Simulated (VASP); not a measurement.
Set up this calculation in VASP 6.6.1, as an ASE script.

| Property | Result |
| --- | --- |
| Task | single point |
| Functional | PBE |
| Dispersion | D4 |
| Potentials or basis | VASP PAW PBE potentials, release 64 (Sc_sv, Cr_pv) |
| Cutoff | 520 eV |
| k mesh | 8 × 8 × 5 |
| Occupations | tetrahedron |
| Spin | collinear spin, random start |
| Starting moments | [0.0, 0.0, -0.93, -1.95] μB |
| Hubbard terms | Cr d U = 4.5 eV, Sc d U = 5 eV |
| Further INCAR settings | PREC = Normal; LASPH = .FALSE.; ALGO = Normal; EDIFF = 1.00e-07; NBANDS = 35 |

The system is ScCr.

```
CELL_PARAMETERS angstrom
3.78446 0.00000 0.00000
-1.89223 3.27744 0.00000
0.00000 0.00000 5.73209
ATOMIC_POSITIONS crystal
Sc 0.66667 0.33333 0.88503
Sc 0.33333 0.66667 0.38503
Cr 0.66667 0.33333 0.48997
Cr 0.33333 0.66667 0.98997
```

The cell was built by a generator and needn't be a form met in nature.

The input as run:

run.py

```python
from ase import Atoms
from ase.calculators.vasp import Vasp
from ase.dft.bandgap import bandgap

atoms = Atoms(
    ['Sc', 'Sc', 'Cr', 'Cr'],
    cell=[[3.7844607, 0.0, 0.0], [-1.89223035, 3.27743911, 0.0], [0.0, 0.0, 5.73209097]],
    scaled_positions=[[0.66666667, 0.33333333, 0.88503098], [0.33333333, 0.66666667, 0.38503098], [0.66666667, 0.33333333, 0.48996899], [0.33333333, 0.66666667, 0.98996899]],
    pbc=True,
)
atoms.set_initial_magnetic_moments([0.0, 0.0, -0.93, -1.95])
calc = Vasp(
    directory='calc',
    xc='pbe',
    pp='PBE',
    setups='recommended',
    prec='Normal',
    encut=520,
    ediff=1e-07,
    ismear=-5,
    sigma=0.05,
    lreal=False,
    lasph=False,
    nelm=100,
    algo='Normal',
    isif=2,
    lwave=False,
    lcharg=False,
    ispin=2,
    lorbit=11,
    lmaxmix=4,
    ldautype=2,
    ldauprint=1,
    ivdw=13,
    ldau_luj={'Cr': {'L': 2, 'U': 4.5, 'J': 0}, 'Sc': {'L': 2, 'U': 5, 'J': 0}},
    kpts=[8, 8, 5],
    gamma=True,
    nbands=35,
)
atoms.calc = calc

print('energy (eV):', atoms.get_potential_energy())
print('free energy (eV):', atoms.get_potential_energy(force_consistent=True))
print('forces (eV/A):')
print(atoms.get_forces())
print('stress (eV/A^3, Voigt):', atoms.get_stress())
print('Fermi level (eV):', calc.get_fermi_level())
print('moment (muB):', atoms.get_magnetic_moment())
print('site moments (muB):', atoms.get_magnetic_moments())
gap, top, bottom = bandgap(calc)
print('band gap (eV):', gap, 'from (spin, k, band)', top, 'to', bottom)
```

Potentials or basis: VASP PAW PBE potentials, release 64 (Sc_sv, Cr_pv).

Launch:

```console
$ python run.py
```

It gave:

```
Pressure                                              : 43.0 GPa
Largest force                                         : 0.759 eV/Å
Band gap on the k mesh                                : none (metal or under the smearing width)
Net moment                                            : -7.92 μB per cell
Site moments                                          : Sc -0.17; Cr -3.94 μB
Valence electrons inside the program's atomic spheres : Sc 9.76; Cr 11.19
Dispersion energy per atom                            : -0.424 eV
```

Caveat: a pressure of tens of GPa on the cell as given is suspect, and the run, the potentials or the cell itself is likely at fault; pairwise dispersion overbinds metals, which lowers pressure and volume; the U is typed as a test and isn't derived for this compound; tetrahedron occupations give inexact forces and stress in metals.

Wall time 4.6 min on 1 thread of Intel(R) Xeon(R) Platinum 8488C (Sapphire Rapids), on a shared host, peak memory 0.26 GiB.
